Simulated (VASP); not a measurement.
The system is Si13Ge3.

```
Ge Si
1.0
     0.00000    5.47038    5.47038
     5.47038    0.00000    5.47038
     5.47038    5.47038    0.00000
Ge Si
3 13
Direct
  0.37500 0.37500 0.37500
  0.37500 0.37500 0.87500
  0.25000 0.75000 0.25000
  0.37500 0.87500 0.37500
  0.37500 0.87500 0.87500
  0.87500 0.37500 0.37500
  0.87500 0.37500 0.87500
  0.87500 0.87500 0.37500
  0.87500 0.87500 0.87500
  0.25000 0.25000 0.25000
  0.25000 0.25000 0.75000
  0.25000 0.75000 0.75000
  0.75000 0.25000 0.25000
  0.75000 0.25000 0.75000
  0.75000 0.75000 0.25000
  0.75000 0.75000 0.75000
```

The cell was built by a generator and needn't be a form met in nature.

* Program: VASP 6.6.1
* Task: relaxation of cell and atoms
* Functional: PBEsol
* Potentials or basis: VASP PAW PBE potentials, release 64 (Ge_d, Si)
* Cutoff: 600 eV
* k mesh: 6 × 6 × 6
* Occupations: gaussian, width 0.03 eV
* Spin: no spin polarisation

At the start: pressure 0.2 GPa; volume 20.46 Å³/atom.

Q: Where does the relaxation end?

A: Over 6 steps the energy falls by 3.6 meV/atom and the volume is 20.50 Å³/atom (+0.2 %); space group Cm (No. 8, to 0.05 Å).

The path:
| step | energy change (eV) | largest force (eV/Å) | pressure (GPa) | volume (Å³) |
| --- | --- | --- | --- | --- |
| 1 | 0.0000 | 0.4833 | 0.20 | 327.40 |
| 2 | -0.0541 | 0.1109 | -0.14 | 328.62 |
| 3 | -0.0562 | 0.0428 | -0.24 | 328.93 |
| 4 | -0.0570 | 0.0278 | 0.15 | 327.45 |
| 5 | -0.0573 | 0.0232 | 0.02 | 327.97 |
| 6 | -0.0574 | 0.0056 | 0.00 | 328.03 |

Final structure:
```cif
data_structure
_symmetry_space_group_name_H-M 'P 1'
_symmetry_Int_Tables_number 1
_cell_length_a 7.7413
_cell_length_b 7.7409
_cell_length_c 7.7421
_cell_angle_alpha 59.994
_cell_angle_beta 59.996
_cell_angle_gamma 59.997
_cell_volume 328.03
loop_
_atom_site_label
_atom_site_type_symbol
_atom_site_fract_x
_atom_site_fract_y
_atom_site_fract_z
_atom_site_occupancy
Ge1 Ge 0.37649 0.37062 0.37645 1
Ge2 Ge 0.37511 0.37494 0.87498 1
Ge3 Ge 0.24841 0.75443 0.24858 1
Si1 Si 0.37634 0.87632 0.37638 1
Si2 Si 0.37634 0.87632 0.87096 1
Si3 Si 0.87498 0.37489 0.37516 1
Si4 Si 0.87497 0.37489 0.87497 1
Si5 Si 0.87094 0.87634 0.37636 1
Si6 Si 0.87498 0.87515 0.87494 1
Si7 Si 0.24733 0.24736 0.25260 1
Si8 Si 0.24733 0.24736 0.75272 1
Si9 Si 0.24855 0.75404 0.74871 1
Si10 Si 0.75408 0.24853 0.24870 1
Si11 Si 0.75403 0.24855 0.74871 1
Si12 Si 0.75007 0.75013 0.24992 1
Si13 Si 0.75007 0.75013 0.74987 1
```

Caveat: the PAW data sets were made with another functional, which shifts forces and pressure a little.
